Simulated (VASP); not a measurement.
Computed with PBEsol GGA, VASP's PBE PAW potentials (set 64) (plane waves; VASP 6.6.1).

VASP ran on this input.

File KPOINTS:
```
Automatic mesh
0
Gamma
9 9 9
0 0 0
```

**POSCAR**
```
AgCl
1
   -0.0000000000     2.7223520971     2.7223520971
    2.7223520971    -0.0000000000     2.7223520971
    2.7223520971     2.7223520971    -0.0000000000
Ag Cl
1 1
Direct
  0.0000000000   0.0000000000   0.0000000000
  0.5000000000   0.5000000000   0.5000000000
```

INCAR:
```
# general
SYSTEM   =  AgCl
PREC     =  Normal
ENCUT    =  400
LREAL    =  .False.
LASPH    =  .True.

# electronic loop
EDIFF    =  1E-5
NELM     =  100
NELMIN   =  4
ALGO     =  Fast
LMAXMIX  =  4

# smearing
ISMEAR   =  0
SIGMA    =  0.05

# functional
GGA      =  PS

# ions
IBRION   =  2
NSW      =  20
ISIF     =  2
EDIFFG   =  -0.03

# output
LWAVE    =  .False.
LCHARG   =  .False.
```

POTCAR, in this order: Ag Cl (PBE.64 set). Program: vasp_std.

What VASP printed:

OUTCAR:
```
 ion  position               nearest neighbor table
   1  0.000  0.000  0.000-   2 2.72   2 2.72   2 2.72   2 2.72   2 2.72   2 2.72
   2  0.500  0.500  0.500-   1 2.72   1 2.72   1 2.72   1 2.72   1 2.72   1 2.72
  LATTYP: Found a face centered cubic cell.
 ALAT       =     5.4447041942
 Subroutine PRICEL returns:
 Original cell was already a primitive cell.
 Subroutine GETGRP returns: Found 48 space group operations
The static configuration has the point symmetry O_h .
The dynamic configuration has the point symmetry O_h .
 Subroutine INISYM returns: Found 48 space group operations
 Subroutine IBZKPT returns following result:
 Found     35 irreducible k-points:

 Following reciprocal coordinates:
            Coordinates               Weight
  0.000000  0.000000  0.000000      1.000000
  0.111111  0.000000  0.000000      8.000000
  0.222222  0.000000  0.000000      8.000000
  0.333333  0.000000  0.000000      8.000000
  0.444444  0.000000  0.000000      8.000000
  0.111111  0.111111  0.000000      6.000000
  0.222222  0.111111  0.000000     24.000000
  0.333333  0.111111  0.000000     24.000000
  0.444444  0.111111  0.000000     24.000000
...
```

File OSZICAR:
```
       N       E                     dE             d eps       ncg     rms          rms(c)
DAV:   1     0.791948171692E+02    0.79195E+02   -0.77844E+03   982   0.101E+03
DAV:   2    -0.330839858905E+01   -0.82503E+02   -0.77202E+02  1110   0.223E+02
DAV:   3    -0.619941490272E+01   -0.28910E+01   -0.28845E+01  1030   0.448E+01
DAV:   4    -0.622094453338E+01   -0.21530E-01   -0.21527E-01  1080   0.434E+00
DAV:   5    -0.622124263647E+01   -0.29810E-03   -0.29810E-03  1025   0.504E-01    0.780E+00
RMM:   6    -0.606773007345E+01    0.15351E+00   -0.38398E-01   910   0.447E+00    0.517E+00
RMM:   7    -0.606280923811E+01    0.49208E-02   -0.49497E-02   910   0.137E+00    0.205E+00
RMM:   8    -0.606187578265E+01    0.93346E-03   -0.47159E-03   910   0.602E-01    0.337E-01
RMM:   9    -0.606193034088E+01   -0.54558E-04   -0.91831E-04   910   0.284E-01    0.528E-02
RMM:  10    -0.606196186101E+01   -0.31520E-04   -0.25268E-04   904   0.136E-01    0.329E-02
RMM:  11    -0.606196644663E+01   -0.45856E-05   -0.73736E-05   812   0.818E-02
   1 F= -.60619664E+01 E0= -.60619664E+01  d E =-.606197E+01
```

File OUTCAR:
```
------------------------ aborting loop because EDIFF is reached ----------------------------------------
  FORCE on cell =-STRESS in cart. coord.  units (eV):
  Direction    XX          YY          ZZ          XY          YZ          ZX
  --------------------------------------------------------------------------------------
  Total       -0.0546363     -0.0546363     -0.0546363      0.0000000      0.0000000     -0.0000000
  in kB       -2.1693487     -2.1693487     -2.1693487      0.0000000      0.0000000     -0.0000000
  external PRESSURE =      -2.1693487 kB  Pullay stress =       0.0000000 kB
  volume of cell :       40.35
      direct lattice vectors                 reciprocal lattice vectors
     0.000000000  2.722352097  2.722352097    -0.183664707  0.183664707  0.183664707
     2.722352097  0.000000000  2.722352097     0.183664707 -0.183664707  0.183664707
     2.722352097  2.722352097  0.000000000     0.183664707  0.183664707 -0.183664707
  FREE ENERGIE OF THE ION-ELECTRON SYSTEM (eV)
  ---------------------------------------------------
  free  energy   TOTEN  =        -6.0619664466 eV

  energy  without entropy=       -6.0619664466  energy(sigma->0) =       -6.06196645

 reached required accuracy - stopping structural energy minimisation
```
(Selected blocks of OUTCAR.)

OUTCAR:
```
 val. band max:        4.3872263169   @ k =   0.4444   0.0000   0.0000

 cond. band min:       5.1599457586   @ k =   0.0000   0.0000   0.0000


 Fermi energy:         4.6677303676

 k-point     1 :       0.0000    0.0000    0.0000
  band No.  band energies     occupation
      1     -11.0922      2.00000
      2       1.7225      2.00000
      3       1.7225      2.00000
      4       1.7225      2.00000
      5       1.7657      2.00000
      6       1.7657      2.00000
      7       1.8726      2.00000
      8       1.8726      2.00000
      9       1.8726      2.00000
     10       5.1599      0.00000
     11      15.1635      0.00000
     12      15.1635      0.00000
     13      15.1635      0.00000

 k-point     2 :       0.1111    0.0000    0.0000
  band No.  band energies     occupation
      1     -11.0353      2.00000
      2       1.0675      2.00000
      3       1.1017      2.00000
      4       1.1017      2.00000
      5       1.7739      2.00000
      6       1.7739      2.00000
      7       2.0305      2.00000
      8       2.5990      2.00000
      9       2.5990      2.00000
     10       5.7874      0.00000
     11      13.9300      0.00000
     12      14.9367      0.00000
     13      14.9369      0.00000

 k-point     3 :       0.2222    0.0000    0.0000
  band No.  band energies     occupation
      1     -10.8854      2.00000
      2       0.0544      2.00000
      3       0.5180      2.00000
      4       0.5180      2.00000
      5       1.8968      2.00000
      6       1.8968      2.00000
      7       2.1744      2.00000
      8       3.3623      2.00000
      9       3.3623      2.00000
     10       6.9923      0.00000
     11      12.4046      0.00000
     12      13.8155      0.00000
     13      13.8155      0.00000

 k-point     4 :       0.3333    0.0000    0.0000
  band No.  band energies     occupation
      1     -10.7037      2.00000
      2      -0.8085      2.00000
      3       0.1056      2.00000
...
```

The compound is AgCl in the rock salt structure. It was relaxed first, which changed the volume by -6 %.
